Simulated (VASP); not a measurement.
H14SO6: single point with PBE

The system is H14SO6.

```xyz
21
Lattice="6.2145 0.0000 0.0000 0.0000 6.2145 0.0000 0.0000 0.0000 6.2145" Properties=species:S:1:pos:R:3 pbc="T T T"
O     3.1225    3.3216    5.2734
O     1.7100    2.3203    3.1407
O     5.8105    1.2584    0.7886
O     4.9870    3.6102    1.6947
O     3.2923    0.7434    1.6586
O     2.4490    5.2848    3.1798
H     2.5161    3.1886    6.0358
H     2.6835    2.7684    4.6034
H     1.8323    3.2582    2.9636
H     2.1650    1.8608    2.3910
H     5.8375    2.1184    1.2329
H     5.7947    1.4257   -0.1707
H     5.5882    4.3194    1.7157
H     4.7958    3.5163    0.7087
H     3.3282    0.0932    0.9549
H     4.2223    0.9762    1.5584
H     3.0714    5.8982    2.6837
H     2.9679    4.8654    3.8891
H     0.6417    5.4858    4.3803
H    -0.6593    3.9388    4.0571
S    -0.4049    4.7989    4.9921
```

The cell was built by a generator and needn't be a form met in nature.

```json
{"Program": "VASP 6.6.1", "Task": "single point", "Functional": "PBE", "Potentials or basis": "VASP PAW PBE potentials, release 64 (O, H, S)", "Cutoff": "520 eV", "k mesh": "1 × 1 × 1", "Occupations": "fermi-dirac, width 0.05 eV", "Spin": "no spin polarisation"}
```

```
Pressure               : 3.0 GPa
Largest force          : 3.150 eV/Å
Band gap on the k mesh : 3.87 eV, direct
```

Forces in eV/Å, atoms in the order of the input:
```
O   -0.030  0.092  1.301
O   -0.128 -0.497 -0.058
O    0.172 -1.100 -0.499
O   -1.889 -2.032 -1.492
O    0.041  0.272 -0.521
O   -0.105 -0.653  0.398
H    0.364  0.291 -0.202
H   -0.197 -0.573 -0.911
H    0.007  0.967 -0.288
H   -0.141 -0.071  0.470
H    0.184  0.754  0.382
H   -0.038  0.031  0.092
H    1.697  2.055  0.166
H   -0.102  0.308  1.286
H   -0.923 -0.755 -0.943
H    1.522  1.037  0.136
H   -0.687 -0.265  0.551
H    0.029 -0.083  0.218
H   -0.455 -0.766  0.047
H   -0.030 -0.795 -1.181
S    0.709  1.783  1.046
```

Stress tensor (GPa, compression positive):
```
1.94 1.25 0.23
1.25 5.07 0.53
0.23 0.53 2.03
```

Levels at points of the mesh, in eV from the valence-band top:
```tsv
k point	band 25	band 26	band 27	band 28	band 29	band 30	band 31	band 32
(0.00, 0.00, 0.00)	-1.20	-0.83	-0.35	0.00	3.87	6.33	6.53	6.91
```

Run time: 27 s on 1 thread of Intel(R) Xeon(R) Platinum 8259CL CPU @ 2.50GHz (Skylake/Cascade Lake), on a shared host, peak memory 0.29 GiB.
